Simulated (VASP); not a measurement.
An input for Quantum ESPRESSO's pw.x (written as the equivalent of a VASP run, and not itself run):

```
&CONTROL
  calculation = 'scf'
  pseudo_dir = './pseudo'
  outdir = './out'
  tprnfor = .true.
  tstress = .true.
/
&SYSTEM
  ibrav = 0
  nat = 4
  ntyp = 2
  ecutwfc = 84
  occupations = 'tetrahedra'
  input_dft = 'pbe'
/
&ELECTRONS
  conv_thr = 7.3e-09
  electron_maxstep = 100
/
ATOMIC_SPECIES
  Zn 65.380 Zn.upf
  O 15.999 O.upf
CELL_PARAMETERS angstrom
     3.2857937    0.0000000    0.0000000
    -1.6428968    2.8455812    0.0000000
    -0.0000000   -0.0000000    5.3094508
ATOMIC_POSITIONS crystal
  Zn   0.3333330  0.6666670  0.9981677
  Zn   0.6666670  0.3333330  0.4981677
  O    0.3333330  0.6666670  0.3768323
  O    0.6666670  0.3333330  0.8768323
K_POINTS automatic
  10 10 6 0 0 0
```

Problem. Translate this input to VASP (INCAR, KPOINTS, POSCAR, choice of POTCAR).

Solution. Several could match; the one computed here: 
POSCAR:
```
ZnO
1
    3.2857936535     0.0000000000     0.0000000000
   -1.6428968268     2.8455812241     0.0000000000
   -0.0000000000    -0.0000000000     5.3094508453
Zn O
2 2
Direct
  0.3333330000   0.6666670000   0.9981677412
  0.6666670000   0.3333330000   0.4981677412
  0.3333330000   0.6666670000   0.3768322588
  0.6666670000   0.3333330000   0.8768322588
```

**INCAR**
```
# general
SYSTEM  = ZnO
PREC    = Accurate
ENCUT   = 520   # plane-wave cut-off (eV)
LREAL   = .FALSE.   # projection in real space or not
LASPH   = .TRUE.   # aspherical one-centre terms

# electronic loop
EDIFF   = 1E-7   # SCF stop (eV)
NELM    = 100
ALGO    = Normal   # blocked Davidson
LMAXMIX = 4

# smearing
ISMEAR  = -5   # tetrahedra, Bloechl

# functional
GGA     = PE   # PBE

# ions
ISIF    = 2   # forces and stress, cell fixed

# output
LWAVE   = .FALSE.
LCHARG  = .TRUE.
LORBIT  = 11   # lm-projected
NEDOS   = 601
```

File KPOINTS:
```
Automatic mesh
0
Gamma
10 10 6
0 0 0
```

POTCAR, in this order: Zn O (PBE.64 set). Program: vasp_std.

Limits of the translation: the potentials are each code's own (VASP's PAW set, PseudoDojo norm-conserving files in pw.x), so ENCUT and ecutwfc are chosen apart and not converted; conv_thr bounds pw.x's estimated SCF error, while EDIFF bounds the energy change between steps.

The structure was generated: ZnO was put into the wurtzite type (P6_3mc), which need not be its known phase. It was relaxed first, which changed the volume by +21 %.
